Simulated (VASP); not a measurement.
All values below come from PBE GGA, VASP's PBE PAW potentials (set 64) (plane waves; VASP).

Input for VASP

File KPOINTS:
```
Automatic mesh
0
Gamma
9 9 9
0 0 0
```

**INCAR**
```
SYSTEM = Bi
PREC = Accurate
ENCUT = 400
EDIFF = 1E-6
NELM = 100
ALGO = Fast
LREAL = .FALSE.
LASPH = .TRUE.
ISMEAR = 1
SIGMA = 0.1
GGA = PE
LMAXMIX = 4
LWAVE = .FALSE.
LCHARG = .FALSE.
ISIF = 2
```

File POSCAR:
```
Bi
4.7465440
  0.8776532989  -0.4792960942   0.0000000000
  0.8776532989   0.4792960942   0.0000000000
  0.6159043296   0.0000000000   0.7878209914
Bi
2
Cartesian
  0.5548633570   0.0000000000   0.1843501120
  1.8163475704  -0.0000000000   0.6034708794
```

POTCAR, in this order: Bi_d (PBE.64 set). Program: vasp_std.

Problem. What does the run give for the energy per atom (σ→0), pressure, largest force?

Solution. 
* **energy per atom (σ→0)**: -3.884 eV/atom
* **pressure**: 1.54 GPa
* **largest force**: 0.174 eV/Å

**OSZICAR**
```
...
RMM:   8    -0.776745216697E+01   -0.35508E-03   -0.40617E-03  4284   0.797E-01    0.262E-02
RMM:   9    -0.776761406950E+01   -0.16190E-03   -0.17016E-03  5341   0.382E-01    0.328E-02
RMM:  10    -0.776762519875E+01   -0.11129E-04   -0.15579E-04  5036   0.107E-01    0.303E-02
RMM:  11    -0.776761541016E+01    0.97886E-05   -0.30058E-05  3954   0.801E-02    0.114E-02
RMM:  12    -0.776761514948E+01    0.26069E-06   -0.18852E-05  3934   0.362E-02    0.801E-03
RMM:  13    -0.776761398039E+01    0.11691E-05   -0.49668E-06  3297   0.256E-02    0.250E-03
RMM:  14    -0.776761448375E+01   -0.50336E-06   -0.22069E-06  2005   0.154E-02
   1 F= -.77676145E+01 E0= -.77676743E+01  d E =0.179532E-03
```

The compound is Bi in the a7 structure. The cell was not relaxed at this level. The run is one of a series of settings (ALGO = Fast against the base run), some of them coarse on purpose.
